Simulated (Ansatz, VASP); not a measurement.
## One calculation of Cs2Li, two programs

The input INCAR:

```
SYSTEM = Cs2Li
ALGO     = Normal         ! electronic algorithm
EDIFF    = 1E-6           ! SCF threshold, eV
EDIFFG   = -0.01          ! ionic threshold
ENCUT    = 600            ! plane-wave cutoff, eV
GGA      = PE             ! functional
IBRION   = 2              ! ionic algorithm
ISIF     = 3              ! what is computed and relaxed
ISMEAR   = 0              ! smearing method
LASPH    = .TRUE.         ! aspherical terms in the spheres
LCHARG   = .FALSE.        ! write CHGCAR
LREAL    = .FALSE.        ! projectors in reciprocal space
LWAVE    = .FALSE.        ! write WAVECAR
NELM     = 100            ! most SCF steps
NSW      = 100            ! ionic steps
PREC     = Accurate       ! precision mode
SIGMA    = 0.1            ! smearing width, eV
```

Contents of KPOINTS:

```
k-points
0
G
  8 8 8
  0 0 0
```

File POSCAR:

```
Cs2Li
1.0
    0.0000000000      4.9824707676      4.9824707676
    4.9824707676      0.0000000000      4.9824707676
    4.9824707676      4.9824707676      0.0000000000
Cs Li
2 1
Direct
    0.2500000000      0.2500000000      0.2500000000
    0.7500000000      0.7500000000      0.7500000000
    0.0000000000      0.0000000000      0.0000000000
```

Input for Ansatz:

```yaml
crystal:
  lattice:
    - [0.0, 4.9824707676, 4.9824707676]
    - [4.9824707676, 0.0, 4.9824707676]
    - [4.9824707676, 4.9824707676, 0.0]
  atoms:
    - { symbol: Cs, position: [0.25, 0.25, 0.25] }
    - { symbol: Cs, position: [0.75, 0.75, 0.75] }
    - { symbol: Li, position: [0.0, 0.0, 0.0] }
basis:
  ecutwfc: 420
kpoints:
  mp_grid: { grid: [8, 8, 8] }
hamiltonian:
  xc: pbe
scf:
  occupations: { method: gaussian, width: 0.1 }
output:
  forces: true
  stress: true
  eigenvalues: true
relax:
  adjacent_minimum: "off"
  f_tol: 0.01
  max_steps: 80
  cell: { stress_tol: 0.05 }
```

Alike in both runs: task relaxation of cell and atoms; functional PBE; k mesh 8 × 8 × 8; occupations gaussian, width 0.1 eV; no spin polarisation.

```csv
,VASP,Ansatz
version,VASP 6.6.1,Ansatz 0.2.0
potentials or method,"VASP PAW PBE potentials, release 64 (Cs_sv, Li_sv)","scalar-relativistic, plane waves, PAW"
plane-wave cutoff (eV),600,420
valence electrons in the cell,21,21
```

Ansatz gave:

```
gap on the k mesh at the Fermi level, each at its own relaxed structure (eV) : none
relaxed volume (Å³/atom)                                                     : 86.82
relaxed cell length with the largest relative difference (Å)                 : 7.168
energy change over the relaxation (meV/atom)                                 : -2
```

Task: Estimate VASP's values.

Result: gap on the k mesh at the Fermi level, each at its own relaxed structure (eV): none; relaxed volume (Å³/atom): 86.72; relaxed cell length with the largest relative difference (Å): 7.166; energy change over the relaxation (meV/atom): -2.

A gap of «none» marks a metal or a gap that the smearing closes.

Caveats: the cutoff is under 1.25 times the usual one of these potentials, so pressure, stress and relaxed cells hold a basis-set (Pulay) error (VASP). Spin-orbit coupling is left out, which matters for the levels of Cs.
